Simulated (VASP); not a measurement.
Calculation: LDA (Ceperley-Alder, Perdew-Zunger), VASP's LDA PAW potentials (set 64) (plane waves; VASP 6.6.1).

The input files of a VASP run:

**KPOINTS**
```
Automatic mesh
0
gamma
 9 9 9
0 0 0
```

### POSCAR
```
LiCl
3.508290
  0.0000000000   0.7071067504   0.7071067504
  0.7071067504   0.0000000000   0.7071067504
  0.7071067504   0.7071067504   0.0000000000
Li Cl
1 1
Cartesian
  0.0000000000   0.0000000000   0.0000000000
  0.7071067504   0.7071067504   0.7071067504
```

### INCAR
```
ALGO = Normal
EDIFF = 1E-8
ENCUT = 520
IBRION = 8
ISMEAR = 0
LASPH = .TRUE.
LCHARG = .FALSE.
LEPSILON = .TRUE.
LREAL = .FALSE.
LWAVE = .FALSE.
NELM = 100
NSW = 1
PREC = Accurate
SIGMA = 0.01
SYSTEM = LiCl
```

POTCAR, in this order: Li_sv Cl (LDA.64 set). Program: vasp_std.

The resulting files:

OUTCAR:
```


 HEAD OF MICROSCOPIC STATIC DIELECTRIC TENSOR (INDEPENDENT PARTICLE, excluding Hartree and local field effects)
 ------------------------------------------------------
           3.551375     0.000000    -0.000000
          -0.000000     3.551375     0.000000
           0.000000     0.000000     3.551375
 ------------------------------------------------------

 MACROSCOPIC STATIC DIELECTRIC TENSOR (including local field effects in DFT)
 ------------------------------------------------------
           3.187654    -0.000000     0.000000
          -0.000000     3.187654     0.000000
          -0.000000    -0.000000     3.187654
 ------------------------------------------------------

 PIEZOELECTRIC TENSOR (including local field effects)  for field in x, y, z        (e  Angst)
          XX          YY          ZZ          XY          YZ          ZX
  --------------------------------------------------------------------------------
  x     0.00000     0.00000     0.00000     0.00000     0.00000     0.00000
  y     0.00000     0.00000     0.00000     0.00000     0.00000     0.00000
  z     0.00000     0.00000     0.00000     0.00000     0.00000     0.00000

 PIEZOELECTRIC TENSOR (including local field effects)  for field in x, y, z        (C/m^2)
          XX          YY          ZZ          XY          YZ          ZX
  --------------------------------------------------------------------------------
  x     0.00000     0.00000     0.00000     0.00000     0.00000     0.00000
  y     0.00000     0.00000     0.00000     0.00000     0.00000     0.00000
  z     0.00000     0.00000     0.00000     0.00000     0.00000     0.00000

 BORN EFFECTIVE CHARGES (including local field effects) (in |e|, cummulative output)
 ---------------------------------------------------------------------------------
 ion    1
    1     1.16538     0.00000     0.00000
    2    -0.00000     1.16538     0.00000
    3     0.00000     0.00000     1.16538
 ion    2
    1    -1.16538     0.00000    -0.00000
    2     0.00000    -1.16538    -0.00000
    3    -0.00000    -0.00000    -1.16538

   1 f  =    6.799260 THz    42.721010 2PiTHz  226.798896 cm-1    28.119467 meV

   2 f  =    6.799260 THz    42.721010 2PiTHz  226.798896 cm-1    28.119467 meV

   3 f  =    6.799260 THz    42.721010 2PiTHz  226.798896 cm-1    28.119467 meV

   4 f/i=    0.032407 THz     0.203619 2PiTHz    1.080982 cm-1     0.134025 meV

   5 f/i=    0.032407 THz     0.203619 2PiTHz    1.080982 cm-1     0.134025 meV

   6 f/i=    0.032407 THz     0.203619 2PiTHz    1.080982 cm-1     0.134025 meV

 MACROSCOPIC STATIC DIELECTRIC TENSOR IONIC CONTRIBUTION
 ------------------------------------------------------
           7.207806    -0.000000     0.000000
          -0.000000     7.207806     0.000000
           0.000000     0.000000     7.207806
 ------------------------------------------------------

 ELASTIC MODULI CONTR FROM IONIC RELAXATION (kBar)
 Direction    XX          YY          ZZ          XY          YZ          ZX
 --------------------------------------------------------------------------------
 XX           0.0000      0.0000      0.0000      0.0000      0.0000      0.0000
 YY           0.0000      0.0000      0.0000      0.0000      0.0000      0.0000
 ZZ           0.0000      0.0000      0.0000      0.0000      0.0000      0.0000
 XY           0.0000      0.0000      0.0000      0.0000      0.0000      0.0000
 YZ           0.0000      0.0000      0.0000      0.0000      0.0000      0.0000
 ZX           0.0000      0.0000      0.0000      0.0000      0.0000      0.0000
 --------------------------------------------------------------------------------

 PIEZOELECTRIC TENSOR IONIC CONTR  for field in x, y, z        (C/m^2)
          XX          YY          ZZ          XY          YZ          ZX
  --------------------------------------------------------------------------------
  x     0.00000     0.00000     0.00000     0.00000     0.00000     0.00000
  y     0.00000     0.00000     0.00000     0.00000     0.00000     0.00000
  z     0.00000     0.00000     0.00000     0.00000     0.00000     0.00000
```
(Selected blocks of OUTCAR.)

OUTCAR:
```
 val. band max:        1.2648968233   @ k =  -0.1111   0.1111   0.0000

 cond. band min:       7.8285357981   @ k =   0.4444   0.0000   0.0000


 Fermi energy:         1.4301000230

 k-point     1 :       0.0000    0.0000    0.0000
  band No.  band energies     occupation
      1     -41.0765      2.00000
      2     -12.4456      2.00000
      3       1.2640      2.00000
      4       1.2640      2.00000
      5       1.2640      2.00000
      6       7.8915      0.00000
      7      13.0788      0.00000
      8      13.0788      0.00000
      9      13.0788      0.00000

 k-point     2 :       0.1111    0.0000    0.0000
  band No.  band energies     occupation
      1     -41.0758      2.00000
      2     -12.3702      2.00000
      3       0.7598      2.00000
      4       1.2240      2.00000
      5       1.2240      2.00000
      6       8.2768      0.00000
      7      12.3979      0.00000
      8      13.0721      0.00000
      9      13.0721      0.00000

 k-point     3 :       0.2222    0.0000    0.0000
  band No.  band energies     occupation
      1     -41.0740      2.00000
      2     -12.1685      2.00000
      3      -0.3170      2.00000
      4       1.1281      2.00000
      5       1.1281      2.00000
      6       8.5816      0.00000
      7      12.0778      0.00000
      8      12.0778      0.00000
      9      12.2445      0.00000

 k-point     4 :       0.3333    0.0000    0.0000
  band No.  band energies     occupation
      1     -41.0722      2.00000
      2     -11.9171      2.00000
      3      -1.3567      2.00000
      4       1.0277      2.00000
      5       1.0277      2.00000
      6       8.1874      0.00000
      7      11.0884      0.00000
      8      11.0884      0.00000
      9      13.4557      0.00000

 k-point     5 :       0.4444    0.0000    0.0000
  band No.  band energies     occupation
      1     -41.0710      2.00000
      2     -11.7376      2.00000
      3      -1.9789      2.00000
...
```

The compound is LiCl in the rock salt structure. It was relaxed first, which changed the volume by -10 %.
